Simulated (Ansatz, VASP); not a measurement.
**C: programs and potentials compared**

The starting cell:

```
C
1.0
     0.00000    1.78337    1.78337
     1.78337    0.00000    1.78337
     1.78337    1.78337    0.00000
C
2
Direct
  0.75000 0.75000 0.75000
  0.50000 0.50000 0.50000
```

Alike in all runs: task relaxation of cell and atoms; functional PBEsol; dispersion D4; k mesh 13 × 13 × 13; occupations fermi-dirac, width 0.05 eV; no spin polarisation; no spin-orbit coupling.

```tsv
program and potentials	plane-wave cutoff (eV)	notes	equilibrium volume (Å³/atom)
Ansatz, Ansatz PAW	420	potentials made for PBE, which Ansatz adapts in part	5.57
Ansatz, all-electron LAPW, scalar-relativistic	-	-	5.57
VASP, PBE PAW files C, 600 eV	600	potentials made for PBE	5.58
```

The equilibrium volume spans 5.57 (Ansatz, Ansatz PAW) to 5.58 Å³/atom (VASP, PBE PAW files C, 600 eV), with all-electron results at 5.57. Relaxations stop with a little pressure left, so the last digit of a volume isn't settled.

The functional is the same throughout but for its coding, so the spread measures potentials, basis and numerics; runs on potential files found faulty are left out.
